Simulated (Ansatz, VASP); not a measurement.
# GaN: VASP beside Ansatz, part 2 of 2

One calculation is typed for both programs; each brings its own data sets. How far apart do they land? The structure shown is the end of the Ansatz relaxation below.

VASP 6.6.1 and Ansatz 0.2.0.

So far. Step 3 (VASP: single point, PBE, pair 1): The run ends at a pressure of 1.67 GPa, with forces up to 1.1e-4 eV/Å.

## Step 4: Differences

Known differences besides the potentials themselves: fixed occupations in Ansatz, narrow Gaussian smearing in VASP; the cutoff is 420 eV in Ansatz and 600 eV in VASP; Ansatz's pressure holds a Pulay correction, VASP's none. Total energies have different zeros and are not compared.

Both answers:

| quantity | Ansatz | VASP | difference |
| --- | --- | --- | --- |
| pressure (GPa) | 1.77 | 1.67 | +0.10 |
| gap on the k mesh (eV) | 1.777 | 1.782 | -0.005 |

A gap on the mesh is an upper bound, since the band edges may lie between its points.

## Step 5: Ansatz: relaxation, PBE

This run makes the geometry at which the two programs are then compared. The cell compared in this pair holds 48.93 Å³, against 46.57 Å³ for the pair before.

The structure compared here is the end of the Ansatz relaxation.

input.yaml reads:

```yaml
crystal:
  lattice:
    - [3.2609472176, 0.0, 0.0]
    - [-1.6304736088, 2.8240631309, 0.0]
    - [0.0, 0.0, 5.3126881873]
  atoms:
    - { symbol: "N", position: [0.3333333333, 0.6666666667, 0.3758926846] }
    - { symbol: "N", position: [0.6666666667, 0.3333333333, 0.8758926846] }
    - { symbol: Ga, position: [0.3333333333, 0.6666666667, -0.0008926846] }
    - { symbol: Ga, position: [0.6666666667, 0.3333333333, 0.4991073154] }
kpoints:
  mp_grid: { grid: [18, 18, 8] }
hamiltonian:
  xc: pbe
  pseudopotentials: { kind: paw, azcp: { folder: soft_1 } }
scf:
  occupations: { method: fixed }
output:
  forces: true
  stress: true
  eigenvalues: true
relax:
  adjacent_minimum: "off"
  f_tol: 0.001
  max_steps: 60
  cell: { stress_tol: 0.01, fix: [volume] }
```

Launch:

```
$ ansatz run input.yaml --threads 4 --pin off --max-ram 16384MiB --backend cpu --events-out ev --progress --plain --runs-dir out
```

Numbers of over 12 decimals in the logs are rounded to 6 here.

The program printed:

```text
[...]
Crystal: 4 atoms, lattice volume = 48.925 Å³
Basis set: ecut = 420 eV, 989 PW (Γ), exchange–correlation on 48×48×72 points (8 copies of the dense FFT grid, shifted against one another)
Bands: 22, of which v1, the nominal top of the filled ones, is band 18 counted from 1 (17 counted from 0)
Symmetry: 12 space group operations
[...]
k-points: 185 of 2592 (time reversal used)
[...]
--- Relaxed structure (4 steps of the walk, 4 accepted, 1 SCFs on fresh bases) ---
[...]
cell:  # Å, volume = 48.9252 Å³
    - [3.260933, 0, 0]
    - [-1.630466, 2.824051, 0]
    - [0, 0, 5.312735]
  atoms:
    - { symbol: N, position: [0.333333, 0.666667, 0.375926] }
    - { symbol: N, position: [0.666667, 0.333333, 0.875926] }
    - { symbol: Ga, position: [0.333333, 0.666667, -0.000925517] }
    - { symbol: Ga, position: [0.666667, 0.333333, 0.499074] }
[key lines of the parts left out:]
SCF converged after 5 iterations
Free energy (F): -8335.809935 eV
Fermi energy:    8.680629 eV
P = ⅓ Tr σ = -6.1773 GPa (-61.773 kbar)
```

## Step 6: VASP: single point, PBE, pair 2

The same cell, functional and mesh now go to VASP, with its own data sets.

INCAR reads:

```
SYSTEM = GaN
PREC = Accurate
ENCUT = 600
EDIFF = 1E-06
NELM = 120
ISMEAR = 0
SIGMA = 0.01
LREAL = .FALSE.
ALGO = Normal
GGA = PE
NBANDS = 24
LORBIT = 11
LWAVE = .FALSE.
LCHARG = .FALSE.
ISIF = 2
LASPH = .TRUE.
GGA_COMPAT = .FALSE.
EFERMI = MIDGAP
KPAR = 2
```

POSCAR reads:

```
GaN
1.0
    3.2609329965      0.0000000000      0.0000000000
   -1.6304664983      2.8240508150      0.0000000000
    0.0000000000      0.0000000000      5.3127345252
N Ga
2 2
Direct
    0.3333333333      0.6666666667      0.3759255166
    0.6666666667      0.3333333333      0.8759255166
    0.3333333333      0.6666666667      0.9990744834
    0.6666666667      0.3333333333      0.4990744834
```

KPOINTS reads:

```
Automatic mesh
0
Gamma
18 18 8
0 0 0
```

Potentials, in the order of the species: N and Ga_d (PBE family, release 64).

Launch:

```
$ mpirun -np 2 vasp_std
```

The program printed:

```text
[... set-up lines as in an earlier step ...]
 entering main loop
       N       E                     dE             d eps       ncg     rms          rms(c)
DAV:   1     0.293860472320E+03    0.29386E+03   -0.19727E+04  9384   0.298E+03
DAV:   2     0.889602184947E+01   -0.28496E+03   -0.27241E+03  9880   0.556E+02
DAV:   3    -0.268848594731E+02   -0.35781E+02   -0.35393E+02 10712   0.153E+02
DAV:   4    -0.280839559484E+02   -0.11991E+01   -0.11965E+01 11120   0.315E+01
[...]
DAV:  16    -0.242952289881E+02    0.39654E-05   -0.48878E-06  9688   0.195E-02    0.297E-02
DAV:  17    -0.242952266993E+02    0.22887E-05   -0.83926E-06 10528   0.262E-02    0.693E-03
DAV:  18    -0.242952269245E+02   -0.22517E-06   -0.29659E-06  6736   0.114E-02
   1 F= -.24295227E+02 E0= -.24295227E+02  d E =0.000000E+00
```

Parts of OUTCAR (step 6):

```text
  Total       -1.9070989     -1.9070989     -1.8992102      0.0000000     -0.0000000      0.0000000
  in kB      -62.4527113    -62.4527113    -62.1943772      0.0000000     -0.0000000      0.0000000
  external PRESSURE =     -62.3666000 kB  Pullay stress =       0.0000000 kB

 POSITION                                       TOTAL-FORCE (eV/Angst)
 -----------------------------------------------------------------------------------
     -0.00000      1.88270      1.99719         0.000000      0.000000     -0.000294
      1.63047      0.94135      4.65356         0.000000      0.000000     -0.000294
     -0.00000      1.88270      5.30782        -0.000000      0.000000      0.000294
      1.63047      0.94135      2.65145         0.000000      0.000000      0.000294
 -----------------------------------------------------------------------------------
    total drift:                                0.000000      0.000000      0.000723

  FREE ENERGIE OF THE ION-ELECTRON SYSTEM (eV)
  ---------------------------------------------------
  free  energy   TOTEN  =       -24.2952269245 eV

  energy  without entropy=      -24.2952269245  energy(sigma->0) =      -24.29522692

[... 1 part as in an earlier step ...]

[... 2 further parts left out ...]
[key lines of the parts left out:]
E-fermi :   5.3281
```

The run ends at a pressure of -6.24 GPa, with forces up to 2.9e-4 eV/Å.

## Step 7: Differences

The two programs side by side:

| quantity | Ansatz | VASP | difference |
| --- | --- | --- | --- |
| pressure (GPa) | -6.18 | -6.24 | +0.06 |
| gap on the k mesh (eV) | 1.451 | 1.453 | -0.001 |

A gap on the mesh is an upper bound, since the band edges may lie between its points.

## Step 8: Results

| Quantity | Value |
| --- | --- |
| difference in gap on the k mesh (single point, PBE, pair 1) | -0.0046 eV |
| difference in gap on the k mesh (single point, PBE, pair 2) | -0.0014 eV |

What this shows: The difference in gap on the k mesh is -0.0046 eV (single point, PBE, pair 1), within the 0.08 eV picked in this series as the mark of a large difference. 2 further runs of this series are not shown here. How closely two codes agree says nothing of how well the functional describes the real material.

[Lines on the potential files, build, host, timing and source positions are cut from VASP's logs without a mark.]

[Logs are printed without paths, hosts, clocks, repeated set-up lines and the standing remarks that a program may print on its own settings, such as how far it seeks lower states.]

[Hosts, paths, dates, database ids (printed as entryN), source tags and the programs' standing remarks are cut or masked in the printed files.]
